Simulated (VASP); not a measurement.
# A VASP study of TiAl (r2SCAN): structure first, properties next

Aim: relax TiAl, then compute properties on the relaxed cell. The steps: relaxing cell and atoms (r2SCAN), single point with fields (r2SCAN), band structure (r2SCAN), total and projected DOS (r2SCAN), field gradients at the nuclei (r2SCAN), volume scan with r2SCAN and fit for r2SCAN. The start is a computed cell from the Materials Project.

Main program and level: VASP 6.6.1; r2SCAN; plane waves and PAW (Ti_sv, Al).

This is a report of a sequence of runs, with most program output left out.

### 1. The structure

Before any relaxation, the start is as follows. It takes space group Pm-3m (No. 221, cubic). Conventional cell: a = 3.179 Å, b = 3.179 Å, c = 3.179 Å, α = 90.00°, β = 90.00°, γ = 90.00°. Ti has 8 Al at 2.75 Å nearest. Nearest to Al lie 8 Ti at 2.75 Å. Farther neighbours are not listed.

Structure file:

```
Ti Al
1.0
     3.17906    0.00000    0.00000
     0.00000    3.17906    0.00000
     0.00000    0.00000    3.17906
Ti Al
1 1
Direct
  0.00000 0.00000 0.00000
  0.50000 0.50000 0.50000
```

### 2. Relaxing cell and atoms (r2SCAN)

The start need not lie at this functional's minimum. ISIF = 3 frees volume, shape and positions, and EDIFFG sets the threshold on forces and stress at which the search stops. r2SCAN adds the kinetic-energy density, costs more than a GGA and is run with LASPH.

Contents of INCAR:

```
SYSTEM = TiAl
PREC = Accurate
ENCUT = 400
EDIFF = 1E-06
NELM = 100
ISMEAR = 1
SIGMA = 0.2
LREAL = .FALSE.
ALGO = Normal
METAGGA = R2SCAN
LASPH = .TRUE.
NBANDS = 13
LORBIT = 11
LWAVE = .FALSE.
LCHARG = .FALSE.
KPAR = 2
IBRION = 2
NSW = 60
ISIF = 3
EDIFFG = -0.01
```

Contents of POSCAR:

```
TiAl
1.0
    3.1790640000      0.0000000000      0.0000000000
    0.0000000000      3.1790640000      0.0000000000
    0.0000000000      0.0000000000      3.1790640000
Ti Al
1 1
Direct
    0.0000000000      0.0000000000      0.0000000000
    0.5000000000      0.5000000000      0.5000000000
```

Contents of KPOINTS:

```
Automatic mesh
0
Gamma
8 8 8
0 0 0
```

The projector-augmented-wave data sets are Ti_sv and Al (PBE family, release 64).

The run is started by

```console
$ mpirun -np 2 vasp_std
```

Run time: 24 s. Hardware: 2 MPI ranks of Intel Xeon 6975P-C (Granite Rapids), shared host; peak memory 0.25 GiB.

This run has no spin polarisation. Its electron count is odd, so without a moment it is a metal by construction. The k-mesh is coarse for a metal. The PAW data sets were made with PBE, which is usual practice but a small mismatch for other functionals. The run keeps the 48 symmetry operations of its start, so it cannot find a distortion of lower symmetry.

The steps of the relaxation:

```csv
step,energy less that of the first step (eV),largest force (eV/Å),pressure (GPa),volume (Å³)
1,0.0000,0.0000,-0.76,32.13
2,-0.0004,0.0000,0.44,31.78
3,-0.0006,0.0000,0.02,31.90
```

```csv
"conventional cell, symmetrised",before,after,change
a (Å),3.179,3.172,-0.2 %
b (Å),3.179,3.172,-0.2 %
c (Å),3.179,3.172,-0.2 %
volume (Å³/atom),16.06,15.95,-0.7 %
```

The relaxed structure:

```cif
data_structure
_symmetry_space_group_name_H-M 'P 1'
_symmetry_Int_Tables_number 1
_cell_length_a 3.1716
_cell_length_b 3.1716
_cell_length_c 3.1716
_cell_angle_alpha 90.000
_cell_angle_beta 90.000
_cell_angle_gamma 90.000
_cell_volume 31.90
loop_
_atom_site_label
_atom_site_type_symbol
_atom_site_fract_x
_atom_site_fract_y
_atom_site_fract_z
_atom_site_occupancy
Ti1 Ti 0.00000 0.00000 0.00000 1
Al2 Al 0.50000 0.50000 0.50000 1
```

Numbers from this step:

| Quantity | Value |
| --- | --- |
| electrons | 15 |
| bands | 13 |
| irreducible k-points | 35 |
| symmetry operations | 48 |
| free energy (TOTEN) | -20.30 eV |
| energy at zero smearing | -20.30 eV |
| Fermi energy | 8.904 eV |
| pressure | 0.02076 GPa |
| metallic | yes |
| SCF cycles over all ionic steps | 27 |

It ends with forces that vanish by symmetry and a pressure of 0.02 GPa.

### 3. Single point with fields (r2SCAN)

A single point on the relaxed cell gives a clean self-consistent state, with density, ELF and potential written out.

Changes to INCAR since step 2:

```diff
@@ -14,7 +14,5 @@
 LWAVE = .FALSE.
-LCHARG = .FALSE.
-KPAR = 2
-IBRION = 2
-NSW = 60
-ISIF = 3
-EDIFFG = -0.01
+LCHARG = .TRUE.
+ISIF = 2
+LELF = .TRUE.
+LVHAR = .TRUE.
```

Contents of POSCAR:

```
TiAl
1.0
    3.1716237956      0.0000000000      0.0000000000
    0.0000000000      3.1716237956      0.0000000000
    0.0000000000      0.0000000000      3.1716237956
Ti Al
1 1
Direct
    0.0000000000      0.0000000000      0.0000000000
    0.5000000000      0.5000000000      0.5000000000
```

KPOINTS is that of step 2.

The run is started by

```console
$ mpirun -np 2 vasp_std
```

Elapsed: 11 s, on 2 MPI ranks; peak memory 0.24 GiB.

Numbers from this step:

* SCF cycles: 13
* bands: 14
* pressure: 0.001670 GPa

Valence electrons inside each PAW sphere by angular momentum. Sphere charges, by row:

```
atom  s (e)  p (e)  d (e)  tot (e)
 Ti1  2.188  6.133  1.928    10.25
 Al2  0.422   0.42      0    0.842
```

Valence density in the ac plane at fractional y = 0.000, with atoms of Ti within 0.2 Å of it. It is the smooth field of the valence electrons, not physical close to the nuclei.

Values in e/Å³, 16 rows by 16 columns:
```
13 11  6  3  1  0  0  0  0  0  0  0  1  3  6 11
 8  6  4  2  1  0  0  0  0  0  0  0  1  2  4  6
 3  3  2  1  0  0  0  0  0  0  0  0  0  1  2  3
 1  1  1  0  0  0  0  0  0  0  0  0  0  0  1  1
 0  0  0  0  0  0  0  0  0  0  0  0  0  0  0  0
 0  0  0  0  0  0  0  0  0  0  0  0  0  0  0  0
 0  0  0  0  0  0  0  0  0  0  0  0  0  0  0  0
 0  0  0  0  0  0  0  0  0  0  0  0  0  0  0  0
 0  0  0  0  0  0  0  0  0  0  0  0  0  0  0  0
 0  0  0  0  0  0  0  0  0  0  0  0  0  0  0  0
 0  0  0  0  0  0  0  0  0  0  0  0  0  0  0  0
 1  1  1  0  0  0  0  0  0  0  0  0  0  0  1  1
 3  3  2  1  0  0  0  0  0  0  0  0  0  1  2  3
 8  6  4  2  1  0  0  0  0  0  0  0  1  2  4  6
13 11  6  3  1  0  0  0  0  0  0  0  1  3  6 11
15 13  8  3  1  0  0  0  0  0  0  0  1  3  8 13
```
Columns run along a (3.2 Å), rows up along c (3.2 Å). Atoms in or near the plane, at fractional coordinates: Ti at (0.00, 0.00).

Electrostatic potential energy in the ac plane at fractional y = 0.000, with atoms of Ti within 0.2 Å of it. With pseudopotentials it is smooth inside the atoms' cores, unlike the true potential.

Ten even steps from '0' (-65 eV) to '9' (2 eV):
```
0003589999985300
0024689999986420
2346899999998643
5568999999999865
8889999999999988
9999999999999999
9999999999999999
9999999999999999
9999999999999999
9999999999999999
8889999999999988
5568999999999865
2346899999998643
0024689999986420
0003589999985300
0002589999985200
```
Columns run along a (3.2 Å; values clipped at the 3rd and 97th percentile), rows up along c (3.2 Å). Atoms in or near the plane, at fractional coordinates: Ti at (0.00, 0.00).

ELF in the ac plane at fractional y = 0.000, with atoms of Ti within 0.2 Å of it. It is the smooth field of the valence electrons, not physical close to the nuclei.

Ten even steps from '0' (0.10) to '9' (0.97):
```
9974211343112479
8753101343101357
5431001444100134
3210003454300012
1100024555420001
1111345666543111
3334456666654433
4444556676655444
3334456666654433
1111345666543111
1100024555420001
3210003454300012
5431001444100134
8753101343101357
9974211343112479
9985311343113589
```
Columns run along a (3.2 Å), rows up along c (3.2 Å). Atoms in or near the plane, at fractional coordinates: Ti at (0.00, 0.00).

In this run the pressure is 0.00 GPa, small enough to go on.

### 4. Band structure (r2SCAN)

Levels along the symmetry lines show where the bands peak and cross; KPOINTS_OPT computes them in the converged potential.

Contents of INCAR:

```
SYSTEM = TiAl
PREC = Accurate
ENCUT = 400
EDIFF = 1E-06
NELM = 100
ISMEAR = 1
SIGMA = 0.2
LREAL = .FALSE.
ALGO = Normal
METAGGA = R2SCAN
LASPH = .TRUE.
NBANDS = 19
LORBIT = 11
LWAVE = .FALSE.
LCHARG = .FALSE.
KPAR = 2
```

POSCAR is that of step 3.

KPOINTS is that of step 3.

Contents of KPOINTS_OPT:

```
Line mode
16
Line-mode
Reciprocal
  0.00000000   0.00000000   0.00000000 GAMMA
  0.00000000   0.50000000   0.00000000 X

  0.00000000   0.50000000   0.00000000 X
  0.50000000   0.50000000   0.00000000 M

  0.50000000   0.50000000   0.00000000 M
  0.00000000   0.00000000   0.00000000 GAMMA

  0.00000000   0.00000000   0.00000000 GAMMA
  0.50000000   0.50000000   0.50000000 R

  0.50000000   0.50000000   0.50000000 R
  0.00000000   0.50000000   0.00000000 X

  0.50000000   0.50000000   0.00000000 M
  0.50000000   0.50000000   0.50000000 R
```

The run is started by

```console
$ mpirun -np 2 vasp_std
```

Elapsed: 25 s, on 2 MPI ranks; peak memory 0.28 GiB.

Numbers from this step:

```yaml
bands: 19
pressure: -0.001067 GPa
```

Electronic bands along the path, in eV, zero at the Fermi level; # counts the bands kept:

```csv
point,#1,#2,#3,#4,#5,#6,#7
Γ,-9.88,-1.64,-1.64,2.06,2.06,2.06,4.66
0.53 of the way,-8.72,-2.81,-1.15,0.88,0.88,2.18,2.87
X,-6.45,-5.61,-0.66,0.29,0.29,2.28,3.13
0.53 of the way,-5.91,-4.43,-1.18,-0.51,0.60,1.42,3.00
M,-5.25,-2.41,-2.41,-1.63,0.88,0.88,2.85
0.47 of the way,-7.67,-2.25,-2.08,0.05,0.97,1.39,3.19
Γ,-9.88,-1.64,-1.64,2.06,2.06,2.06,4.66
0.53 of the way,-6.74,-2.04,-2.04,-0.14,0.56,0.56,4.67
R,-3.29,-3.29,-3.29,0.97,2.89,2.89,2.89
0.53 of the way,-5.54,-3.97,-1.72,0.04,0.72,1.07,3.19
X,-6.45,-5.61,-0.66,0.29,0.29,2.28,3.13
jump to M,-5.25,-2.41,-2.41,-1.63,0.88,0.88,2.85
0.47 of the way,-4.59,-2.85,-2.85,-0.41,1.67,1.67,2.88
R,-3.29,-3.29,-3.29,0.97,2.89,2.89,2.89
```

Of the projections kept (Ti, Al), the largest for each band there; the rest of the weight can lie on other orbitals:

| point | #1 | #2 | #3 | #4 | #5 | #6 | #7 |
| --- | --- | --- | --- | --- | --- | --- | --- |
| Γ | Al 0.62 | Ti 1.00 | Ti 1.00 | Ti 1.00 | Ti 1.00 | Ti 1.00 | Al 0.70 |
| X | Al 0.74 | Ti 0.67 | Ti 1.00 | Ti 0.92 | Ti 0.92 | Ti 1.00 | Ti 0.98 |
| M | Ti 0.51 | Al 0.57 | Al 0.57 | Ti 1.00 | Ti 1.00 | Ti 1.00 | Ti 1.00 |
| Γ | Al 0.62 | Ti 1.00 | Ti 1.00 | Ti 1.00 | Ti 1.00 | Ti 1.00 | Al 0.70 |
| R | Ti 0.75 | Ti 0.75 | Ti 0.75 | Al 1.00 | Ti 1.00 | Ti 1.00 | Ti 1.00 |
| X | Al 0.74 | Ti 0.67 | Ti 1.00 | Ti 0.92 | Ti 0.92 | Ti 1.00 | Ti 0.98 |

There is no gap at this level.

Of the bands kept, 1 crosses the Fermi level on this path.

### 5. Total and projected DOS (r2SCAN)

Here the states are counted by energy and projected on the atoms. The mesh is finer than in the run before.

Changes to INCAR since step 4:

```diff
@@ -5,3 +5,3 @@
 NELM = 100
-ISMEAR = 1
+ISMEAR = -5
 SIGMA = 0.2
@@ -16 +16,2 @@
 KPAR = 2
+NEDOS = 2001
```

POSCAR is that of step 4.

Contents of KPOINTS:

```
Automatic mesh
0
Gamma
12 12 12
0 0 0
```

The run is started by

```console
$ mpirun -np 2 vasp_std
```

Run time: 25 s. Hardware: 2 MPI ranks; peak memory 0.29 GiB; 40 s of CPU time.

With tetrahedra the forces and stress of a metal are not exact derivatives of the energy.

Numbers from this step:

```
irreducible k-points   : 84
free energy (TOTEN)    : -20.31 eV
Fermi energy           : 8.929 eV
pressure               : -0.1884 GPa
DOS at the Fermi level : 2.193 states/eV/cell
```

The density of states has structure finer than the step of the table below, so its rows give means over 1 eV, whole bins alone (the curve runs from -12.0 to 6.88 eV). Peaks (eV: height): total 0.0: 2.44, 0.8: 3.79, 1.0: 4.24, 3.0: 4.78; Ti d 0.0: 1.48, 0.8: 2.54, 1.0: 2.96, 3.0: 3.84; Al p -3.0: 0.233, -2.3: 0.149, 0.6: 0.136, 3.0: 0.143; Ti p -3.0: 0.0761, -2.3: 0.0719, 1.0: 0.0937, 5.1: 0.0751; Ti s -3.1: 0.0549, 0.0: 0.0494, 3.0: 0.0816, 5.1: 0.179.

States under -12.0 eV and over 6.9 eV are left out. Table of density of states by energy, zero at the Fermi level; means over each step; values in states/eV/cell:

| energy (eV) | total | Ti d | Al p | Ti p | Ti s | Al s |
| --- | --- | --- | --- | --- | --- | --- |
| -11 | 0 | 0 | 0 | 0 | 0 | 0 |
| -10 | 0.0253 | 0 | 1.0e-4 | 1.5e-4 | 0.00287 | 0.00489 |
| -9 | 0.179 | 4.1e-4 | 0.00198 | 0.00307 | 0.0180 | 0.0338 |
| -8 | 0.297 | 0.00304 | 0.00587 | 0.00960 | 0.0238 | 0.0553 |
| -7 | 0.466 | 0.0130 | 0.0107 | 0.0221 | 0.0233 | 0.0910 |
| -6 | 0.613 | 0.0497 | 0.0144 | 0.0284 | 0.0125 | 0.125 |
| -5 | 0.489 | 0.0695 | 0.0272 | 0.0128 | 0.0180 | 0.0649 |
| -4 | 0.528 | 0.0733 | 0.0511 | 0.0191 | 0.0328 | 0.0195 |
| -3 | 1.30 | 0.296 | 0.141 | 0.0482 | 0.0369 | 0.0161 |
| -2 | 1.38 | 0.468 | 0.117 | 0.0543 | 0.00674 | 0.00619 |
| -1 | 0.935 | 0.493 | 0.0343 | 0.0181 | 0.00932 | 8.6e-4 |
| 0 | 1.77 | 1.10 | 0.0501 | 0.0286 | 0.0253 | 0.00703 |
| 1 | 3.12 | 2.12 | 0.0671 | 0.0654 | 0.0177 | 0.0153 |
| 2 | 0.907 | 0.658 | 0.00760 | 0.0257 | 0.00152 | 0.0103 |
| 3 | 1.68 | 1.25 | 0.0596 | 0.0276 | 0.0211 | 0.0419 |
| 4 | 0.629 | 0.320 | 0.0453 | 0.0249 | 0.00573 | 0.0478 |
| 5 | 1.41 | 0.620 | 0.0816 | 0.0523 | 0.0736 | 0.115 |
| 6 | 1.23 | 0.450 | 0.103 | 0.0557 | 0.0482 | 0.0597 |

The finer mesh and the other smearing move the Fermi level by +0.02 eV from the 8×8×8 run, a small shift, which tests the Fermi level alone. Of the states within 0.3 eV of the Fermi level, the largest shares in the PAW spheres are Ti d 62 %. The rest lies in smaller channels or between the spheres.

### 6. Field gradients at the nuclei (r2SCAN)

Field gradients probe how far the charge around each nucleus departs from cubic symmetry; LASPH keeps the non-spherical terms inside the spheres.

Contents of INCAR:

```
SYSTEM = TiAl
PREC = Accurate
ENCUT = 400
EDIFF = 1E-07
NELM = 100
ISMEAR = 1
SIGMA = 0.2
LREAL = .FALSE.
ALGO = Normal
METAGGA = R2SCAN
LASPH = .TRUE.
NBANDS = 13
LORBIT = 11
LWAVE = .FALSE.
LCHARG = .FALSE.
KPAR = 2
LEFG = .TRUE.
```

POSCAR is that of step 5.

Contents of KPOINTS:

```
Automatic mesh
0
Gamma
8 8 8
0 0 0
```

The run is started by

```console
$ mpirun -np 2 vasp_std
```

Run time: 9.6 s. Hardware: 2 MPI ranks; peak memory 0.26 GiB.

Numbers from this step:

```yaml
bands: 13
irreducible_k_points: 35
free_energy_toten: -20.30 eV
fermi_energy: 8.904 eV
pressure: -0.009313 GPa
```

Electric field gradients, by row:

```csv
atom,Vxx (V/Å²),Vyy (V/Å²),Vzz (V/Å²),asymmetry
Ti1,0,0,0,-
Al2,0,0,0,-
```

All gradients vanish within the noise.

The run ends at a pressure of -0.01 GPa.

### 7. Volume scan with r2SCAN

An equation of state needs energies on both sides of the minimum, all on one mesh and cutoff.

Changes to INCAR since step 6:

```diff
@@ -3,3 +3,3 @@
 ENCUT = 400
-EDIFF = 1E-07
+EDIFF = 1E-06
 NELM = 100
@@ -16,2 +16,2 @@
 KPAR = 2
-LEFG = .TRUE.
+ISIF = 2
```

Contents of POSCAR:

```
TiAl
1.0
    3.1068786122      0.0000000000      0.0000000000
    0.0000000000      3.1068786122      0.0000000000
    0.0000000000      0.0000000000      3.1068786122
Ti Al
1 1
Direct
    0.0000000000      0.0000000000      0.0000000000
    0.5000000000      0.5000000000      0.5000000000
```

KPOINTS is that of step 6.

The run is started by

```console
$ mpirun -np 2 vasp_std
```

It took 9.2 s on 2 MPI ranks; peak memory 0.23 GiB.

The scan keeps the cell's shape and the fractional positions fixed.

This step gave:

| Item | Value |
| --- | --- |
| free energy (TOTEN) | -20.25 eV |
| energy at zero smearing | -20.24 eV |
| Fermi energy | 9.576 eV |
| pressure | 8.405 GPa |

The pressure here is 8.41 GPa.

### 8. Volume scan with r2SCAN (run 2)

INCAR is that of step 7.

Contents of POSCAR:

```
TiAl
1.0
    3.1287587600      0.0000000000      0.0000000000
    0.0000000000      3.1287587600      0.0000000000
    0.0000000000      0.0000000000      3.1287587600
Ti Al
1 1
Direct
    0.0000000000      0.0000000000      0.0000000000
    0.5000000000      0.5000000000      0.5000000000
```

KPOINTS is that of step 7.

The run is started by

```console
$ mpirun -np 2 vasp_std
```

The job ended after 10 s (2 MPI ranks; peak memory 0.23 GiB; 17 s of CPU time).

[end of part 1 of 2]

[Lines on the potential files, build, host, timing and source positions are cut from VASP's logs without a mark.]

[Logs are printed without paths, hosts, clocks, repeated set-up lines and the standing remarks that a program may print on its own settings, such as how far it seeks lower states.]

[Hosts, paths, dates, database ids (printed as entryN), source tags and the programs' standing remarks are cut or masked in the printed files.]

[A measured line is paired with the nearest computed mode of its activity, which favours agreement.]
